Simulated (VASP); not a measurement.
```
Bi
1.0
    4.16582    -2.27500     0.00000
    4.16582     2.27500     0.00000
    2.92342     0.00000     3.73943
Bi
2
Direct
  0.23400   0.23400   0.23400
  0.76600   0.76600   0.76600
```

All values below come from PBE GGA, VASP's PBE PAW potentials (set 64) (plane waves; VASP). Run with 400 eV cut-off, 9×9×9 Γ-centred mesh, first-order Methfessel-Paxton smearing of 0.10 eV, potentials Bi_d.

Energy and stress use the plane-wave basis of the starting cell.

### Question
The ions, cell shape and volume are relaxed. Give the cell that the relaxation ends in.

### Answer

```
Bi
1.0
    4.22428    -2.29259     0.00872
    4.22428     2.29259     0.00872
    2.97227     0.00000     3.77706
Bi
2
Direct
  0.23437   0.23437   0.23437
  0.76563   0.76563   0.76563
```
Space group R-3m (166), at a tolerance of 0.03 Å.

### Question
How do energy and volume change from the first to the last step?

### Answer
The energy (σ→0) changes by -5.6 meV/atom and the volume by +3.0 %, in 12 ionic steps.

The compound is Bi in the a7 structure. This run relaxes it. Symmetry was kept, so distortions that lower it aren't found.
